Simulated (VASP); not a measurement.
An input for Ansatz (written as the equivalent of a VASP run, and not itself run):

Ansatz 0.2 input:
```yaml
crystal:
  lattice:
    - [3.5562480, 0.0000000, 0.0000000]
    - [0.0000000, 3.5562480, 0.0000000]
    - [0.0000000, 0.0000000, 5.1614130]
  atoms:
    - { symbol: Zr, position: [0.0000000, 0.0000000, 0.0000000] }
    - { symbol: Zr, position: [0.5000000, 0.5000000, 0.5000000] }
    - { symbol: O, position: [0.0000000, 0.5000000, 0.3017700] }
    - { symbol: O, position: [0.0000000, 0.5000000, 0.8017700] }
    - { symbol: O, position: [0.5000000, 0.0000000, 0.1982300] }
    - { symbol: O, position: [0.5000000, 0.0000000, 0.6982300] }
kpoints:
  mp_grid: { grid: [9, 9, 7] }
hamiltonian:
  xc: pbe
  pseudopotentials: { kind: paw }
scf:
  occupations: { method: fermi_dirac, width: 0.01 }
  max_iter: 100
output: { forces: true, stress: true, eigenvalues: true }
```

Question: Translate this input to VASP (INCAR, KPOINTS, POSCAR, choice of POTCAR).

Answer: This is not unique; one that fits is 
**INCAR**
```
SYSTEM = ZrO2
PREC = Accurate
ENCUT = 400
EDIFF = 1E-6
NELM = 100
ALGO = Normal
LREAL = .FALSE.
LASPH = .TRUE.
ISMEAR = -1
SIGMA = 0.01
GGA = PE
LMAXMIX = 4
LWAVE = .FALSE.
LCHARG = .FALSE.
ISIF = 2
```

POSCAR:
```
ZrO2
3.5562480
  1.0000000000   0.0000000000   0.0000000000
  0.0000000000   1.0000000000   0.0000000000
  0.0000000000   0.0000000000   1.4513647530
Zr O
2 4
Cartesian
  0.0000000000   0.0000000000   0.0000000000
  0.5000000000   0.5000000000   0.7256823765
  0.0000000000   0.5000000000   0.4379783415
  0.0000000000   0.5000000000   1.1636607180
  0.5000000000   0.0000000000   0.2877040350
  0.5000000000   0.0000000000   1.0133864115
```

KPOINTS:
```
Automatic mesh
0
Gamma
9 9 7
0 0 0
```

POTCAR, in this order: Zr_sv O (PBE.64 set). Program: vasp_std.

What does not carry over: each code has its own PAW files, so the cut-off isn't converted (ENCUT is set for VASP's; basis.ecutwfc is left out, and Ansatz then takes the one that its files recommend); Ansatz stops its SCF on the density residual and VASP on the energy change (EDIFF).

The structure comes from a computed database's ZrO2 entry; how it stands against other phases isn't given here. The cell was not relaxed at this level.
